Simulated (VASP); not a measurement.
All values below come from PBE GGA, VASP's PBE PAW potentials (set 64) (plane waves; VASP).

VASP input:

KPOINTS:
```
K-points
0
gamma
14 14 8
```

INCAR:
```
SYSTEM = Os
PREC = Accurate; ENCUT = 400; LREAL = .FALSE.
LASPH = .TRUE.
EDIFF = 1E-6; NELM = 100; ALGO = Normal
LMAXMIX = 6
ISMEAR = 1; SIGMA = 0.1
GGA = PE
ISIF = 2
LWAVE = .FALSE.; LCHARG = .FALSE.
```

### POSCAR
```
Os
1
    1.3650000000    -2.3642490000     0.0000000000
    1.3650000000     2.3642490000     0.0000000000
    0.0000000000     0.0000000000     4.3200000000
Os
2
Direct
  0.3333330000   0.6666670000   0.2500000000
  0.6666670000   0.3333330000   0.7500000000
```

POTCAR, in this order: Os (PBE.64 set). Program: vasp_std.

The resulting files:

File OSZICAR:
```
       N       E                     dE             d eps       ncg     rms          rms(c)
DAV:   1     0.810961865350E+02    0.81096E+02   -0.65896E+03  2880   0.103E+03
DAV:   2    -0.186155308971E+02   -0.99712E+02   -0.89291E+02  3228   0.361E+02
DAV:   3    -0.237720801241E+02   -0.51565E+01   -0.48703E+01  3392   0.694E+01
DAV:   4    -0.238746653291E+02   -0.10259E+00   -0.10170E+00  3124   0.951E+00
DAV:   5    -0.238759305134E+02   -0.12652E-02   -0.12646E-02  3268   0.854E-01    0.237E+01
DAV:   6    -0.228047767960E+02    0.10712E+01   -0.11319E+00  3068   0.975E+00    0.110E+01
DAV:   7    -0.224779402408E+02    0.32684E+00   -0.83223E-01  3240   0.818E+00    0.480E-01
DAV:   8    -0.224721001084E+02    0.58401E-02   -0.75982E-03  2956   0.722E-01    0.287E-01
DAV:   9    -0.224700466562E+02    0.20535E-02   -0.14763E-03  3096   0.456E-01    0.559E-02
DAV:  10    -0.224700839377E+02   -0.37282E-04   -0.61573E-05  3172   0.774E-02    0.101E-02
DAV:  11    -0.224700530879E+02    0.30850E-04   -0.70072E-06  2992   0.317E-02    0.931E-04
DAV:  12    -0.224700525089E+02    0.57905E-06   -0.12088E-07  1508   0.375E-03
   1 F= -.22470053E+02 E0= -.22469627E+02  d E =-.127799E-02
```

File OUTCAR:
```
------------------------ aborting loop because EDIFF is reached ----------------------------------------
  FORCE on cell =-STRESS in cart. coord.  units (eV):
  Direction    XX          YY          ZZ          XY          YZ          ZX
  --------------------------------------------------------------------------------------
  Total        1.8423025      1.8423019      1.5167653      0.0000000      0.0000000      0.0000000
  in kB      105.8600057    105.8599742     87.1544104      0.0000000      0.0000000      0.0000000
  external PRESSURE =      99.6247968 kB  Pullay stress =       0.0000000 kB
  volume of cell :       27.88
      direct lattice vectors                 reciprocal lattice vectors
     1.365000000 -2.364249000  0.000000000     0.366300366 -0.211483647  0.000000000
     1.365000000  2.364249000  0.000000000     0.366300366  0.211483647  0.000000000
     0.000000000  0.000000000  4.320000000     0.000000000  0.000000000  0.231481481
 POSITION                                       TOTAL-FORCE (eV/Angst)
 -----------------------------------------------------------------------------------
      1.36500      0.78808      1.08000        -0.000000      0.000000      0.000000
      1.36500     -0.78808      3.24000         0.000000      0.000000      0.000000
 -----------------------------------------------------------------------------------
    total drift:                                0.000000      0.000021     -0.000020
  FREE ENERGIE OF THE ION-ELECTRON SYSTEM (eV)
  ---------------------------------------------------
  free  energy   TOTEN  =       -22.4700525089 eV

  energy  without entropy=      -22.4687745214  energy(sigma->0) =      -22.46962651
```
(Selected blocks of OUTCAR.)

### OUTCAR
```
 val. band max:        9.5473213404   @ k =   0.1429   0.0714   0.3750

 cond. band min:       9.5552022398   @ k =   0.0714   0.0714   0.3750


 Fermi energy:         9.5502254148

 k-point     1 :       0.0000    0.0000    0.0000
  band No.  band energies     occupation
      1      -1.4555      2.00000
      2       1.6910      2.00000
      3       6.4489      2.00000
      4       6.4489      2.00000
      5       6.6837      2.00000
      6       7.2908      2.00000
      7       7.2908      2.00000
      8       7.9616      2.00000
      9       7.9616      2.00000
     10       9.5261      1.39509
     11      11.2137     -0.00000
     12      11.2138     -0.00000

 k-point     2 :       0.0714    0.0000    0.0000
  band No.  band energies     occupation
      1      -1.2479      2.00000
      2       1.8756      2.00000
      3       6.0394      2.00000
      4       6.6322      2.00000
      5       7.0307      2.00000
      6       7.1750      2.00000
      7       7.4621      2.00000
      8       7.6891      2.00000
      9       7.8141      2.00000
     10       8.6991      2.00000
     11      11.3158     -0.00000
     12      12.3666      0.00000

 k-point     3 :       0.1429   -0.0000    0.0000
  band No.  band energies     occupation
      1      -0.6544      2.00000
      2       2.3635      2.00000
      3       5.4920      2.00000
      4       6.6646      2.00000
      5       6.8221      2.00000
      6       7.1704      2.00000
      7       7.4493      2.00000
      8       7.5872      2.00000
      9       7.9623      2.00000
     10       8.0790      2.00000
     11      11.5513      0.00000
     12      14.1911      0.00000

 k-point     4 :       0.2143    0.0000    0.0000
  band No.  band energies     occupation
      1       0.2270      2.00000
      2       2.8796      2.00000
      3       5.1261      2.00000
      4       5.4565      2.00000
      5       6.5131      2.00000
      6       7.0046      2.00000
...
```

Unless said otherwise, spin-orbit coupling is left out, though it shifts the bands of the heavy elements here.

The compound is Os in the hcp structure. The cell was not relaxed at this level.
